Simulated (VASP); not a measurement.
Given:

```
CELL_PARAMETERS angstrom
      0.00000     3.28056     3.28056
      3.28056     0.00000     3.28056
      3.28056     3.28056     0.00000
ATOMIC_POSITIONS crystal
  Te 0.00000 0.00000 0.00000
  Pb 0.50000 0.50000 0.50000
```

Method: PBE GGA, VASP's PBE PAW potentials (set 64) (plane waves; VASP). Numerical set-up: PREC = Normal, EDIFF = 1E-5, 400 eV cut-off, 7×7×7 Γ-centred mesh, Gaussian smearing of 0.050 eV, potentials Te Pb.

Estimate the energy per atom (σ→0).

```
Quantity                        Value
---------------------  --------------
energy per atom (σ→0)  -3.770 eV/atom
```

The structure comes from a computed database's TePb entry (Fm-3m); how it stands against other phases isn't given here. It was relaxed first.
